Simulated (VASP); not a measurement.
Here is a VASP 6.6.1 calculation.

Contents of INCAR:

```
SYSTEM = GdN
PREC     = Accurate       ! precision mode
ENCUT    = 520            ! plane-wave cutoff, eV
EDIFF    = 1E-7           ! SCF threshold, eV
ISMEAR   = 0              ! smearing method
SIGMA    = 0.03           ! smearing width, eV
LREAL    = .False.        ! projectors in reciprocal space
LASPH    = .True.         ! aspherical terms in the spheres
NELM     = 150            ! most SCF steps
ALGO     = Normal         ! electronic algorithm
ISIF     = 2              ! what is computed and relaxed
LWAVE    = .False.        ! write WAVECAR
LCHARG   = .False.        ! write CHGCAR
LNONCOLLINEAR= .True.         ! non-collinear magnetism
MAGMOM   = 0 0 7 0 0 0    ! initial moments
LORBIT   = 11             ! projections on sites
LSORBIT  = .True.         ! spin-orbit coupling
GGA_COMPAT= .False.      
LORBMOM  = .True.       
LMAXMIX  = 6              ! l up to which the mixer works
LDAU     = .True.         ! DFT+U
LDAUTYPE = 2            
LDAUL    = 3 -1           ! shell
LDAUU    = 6 0            ! U, eV
LDAUJ    = 0 0          
LDAUPRINT= 1            
GGA      = PE             ! functional
AMIX     = 0.2          
BMIX     = 1E-4         
AMIX_MAG = 0.8          
BMIX_MAG = 1E-4         
SAXIS    = 0.000000 0.000000 1.000000
ISYM     = 0            
KPAR     = 4
```

File KPOINTS:

```
Automatic mesh
0
Gamma
  10 10 10
  0 0 0
```

POSCAR

```
GdN                                     
1.0
    0.0000000000      2.5023252643      2.5023252643
    2.5023252643      0.0000000000      2.5023252643
    2.5023252643      2.5023252643      0.0000000000
  Gd              N             
     1     1
Direct
     0.0000000000000000    0.0000000000000000    0.0000000000000000
     0.5000000000000000    0.5000000000000000    0.5000000000000000
```

Potentials or basis: VASP PAW PBE potentials, release 64 (Gd, N).

Run with:

```console
$ cat potpaw_PBE.64/Gd/POTCAR potpaw_PBE.64/N/POTCAR > POTCAR
$ mpirun -np 4 vasp_ncl > vasp.out
```

Problem. Estimate the net moment.

Solution. 6.96 μB per cell.

Problem. Estimate the pressure.

Solution. 0.0 GPa.

Moments on the atoms (μB; x, y, z):
```
Gd   0.00  0.00  6.83
N    0.00  0.00 -0.12
```

Caveat: a cell with one magnetic atom can't hold antiferromagnetic order, which such compounds often take. The state reached can hang on the start; a lower one may exist.
